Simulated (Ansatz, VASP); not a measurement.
# Two plane-wave programs on SrLiH3

INCAR

```
SYSTEM = SrLiH3
PREC     = Accurate       ! precision mode
ENCUT    = 520            ! plane-wave cutoff, eV
EDIFF    = 1E-6           ! SCF threshold, eV
ISMEAR   = 0              ! smearing method
SIGMA    = 0.01           ! smearing width, eV
LREAL    = .FALSE.        ! projectors in reciprocal space
LASPH    = .TRUE.         ! aspherical terms in the spheres
NELM     = 100            ! most SCF steps
ALGO     = Normal         ! electronic algorithm
ISIF     = 2              ! what is computed and relaxed
LWAVE    = .FALSE.        ! write WAVECAR
LCHARG   = .FALSE.        ! write CHGCAR
GGA      = PS             ! functional
NBANDS   = 16             ! bands
```

Contents of KPOINTS:

```
Automatic mesh
0
G
  2 2 2
  0 0 0
```

POSCAR

```
SrLiH3
1.0
    4.6307910000      0.0000000000      0.0000000000
    0.0000000000      4.6307910000      0.0000000000
    0.0000000000      0.0000000000      4.6307910000
Li Sr H
1 1 3
Direct
    0.0000000000      0.0000000000      0.0000000000
    0.5000000000      0.5000000000      0.5000000000
    0.0000000000      0.5000000000      0.5000000000
    0.5000000000      0.0000000000      0.5000000000
    0.5000000000      0.5000000000      0.0000000000
```

Input for Ansatz:

```yaml
crystal:
  lattice:
    - [4.630791, 0.0, 0.0]
    - [0.0, 4.630791, 0.0]
    - [0.0, 0.0, 4.630791]
  atoms:
    - { symbol: Li, position: [0.0, 0.0, 0.0] }
    - { symbol: Sr, position: [0.5, 0.5, 0.5] }
    - { symbol: H, position: [0.0, 0.5, 0.5] }
    - { symbol: H, position: [0.5, 0.0, 0.5] }
    - { symbol: H, position: [0.5, 0.5, 0.0] }
basis:
  ecutwfc: 550.0
kpoints:
  mp_grid:
    grid: [2, 2, 2]
hamiltonian:
  xc: pbesol
scf:
  occupations:
    method: fixed
output:
  eigenvalues: true
```

The cell comes from a database or a generator and needn't be the stable form of this composition.

Alike in both runs: task single point; functional PBEsol; k mesh 2 × 2 × 2; no spin polarisation.

|  | VASP | Ansatz |
| --- | --- | --- |
| version | VASP 6.6.1 | Ansatz 0.2.0 |
| potentials or method | VASP PAW PBE potentials, release 64 (Li_sv, Sr_sv, H) | plane waves, PAW |
| plane-wave cutoff (eV) | 520 | 550 |
| occupations | gaussian, width 0.01 eV | fixed |
| valence electrons in the cell | 16 | 16 |

```tsv
	VASP	Ansatz	Ansatz less VASP
gap on the k mesh at the Fermi level (eV)	1.70	1.70	+0.005
```

Caveats: the k mesh is coarse (spacing up to 0.68 Å⁻¹), so the values aren't converged. A hybrid or GW would open this gap; PBEsol tends to underestimate it. A k mesh can miss the band edges.
